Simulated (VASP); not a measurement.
```
CELL_PARAMETERS angstrom
      5.78637     0.00000     0.00000
      0.00000     5.78637     0.00000
      0.00000     0.00000     5.78637
ATOMIC_POSITIONS crystal
  Cs 0.00000 0.00000 0.00000
  Pb 0.50000 0.50000 0.50000
  Cl 0.50000 0.00000 0.50000
  Cl 0.00000 0.50000 0.50000
  Cl 0.50000 0.50000 0.00000
```

All values below come from r2SCAN meta-GGA, VASP's PBE PAW potentials (set 64) (plane waves; VASP 6.6.1). Numerical set-up: 520 eV cut-off, 4×4×4 Γ-centred mesh, Gaussian smearing of 0.050 eV, potentials Cs_sv Pb_d Cl.

Give the stress tensor in GPa (positive for a compressed cell).

```
-1.27   0.00   0.00
 0.00  -1.27   0.00
 0.00   0.00  -1.27
```
The pressure is its mean diagonal, -1.27 GPa.

The compound is CsPbCl3 in the cubic perovskite structure, the ideal cubic form; the compound distorts at low or room temperature. This cell is one point of a volume scan, at 1.06 of the reference volume.
